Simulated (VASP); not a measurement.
Here is the system:

```yaml
crystal:
  lattice:
    - [0.00000, 1.73713, 1.73713]
    - [1.73713, 0.00000, 1.73713]
    - [1.73713, 1.73713, 0.00000]
  atoms:
    - { symbol: Ni, position: [0.00000, 0.00000, 0.00000], spin: 0.6 }
```

The numbers are results of TPSS meta-GGA, VASP's PBE PAW potentials (set 64) (plane waves; VASP 6.6.1), not measurements. Settings: 520 eV cut-off, 20×20×20 Γ-centred mesh, tetrahedra with Blöchl corrections, potentials Ni.

Q: What does the run give for the cell moment, energy per atom (σ→0), band gap (over mesh and band path) with the smallest direct gap where there is one?

A: 
```yaml
band gap (over mesh and band path): none (metal, semimetal or under 0.01 eV)
cell_moment: 0.62 μB
energy per atom (σ→0): -13.304 eV/atom
```

Q: Give the moment on each site (PAW-sphere projection).

A: 
| site | moment (μB) |
|---|---|
| Ni1 | 0.63 |

The compound is Ni in the fcc structure. It was relaxed first.
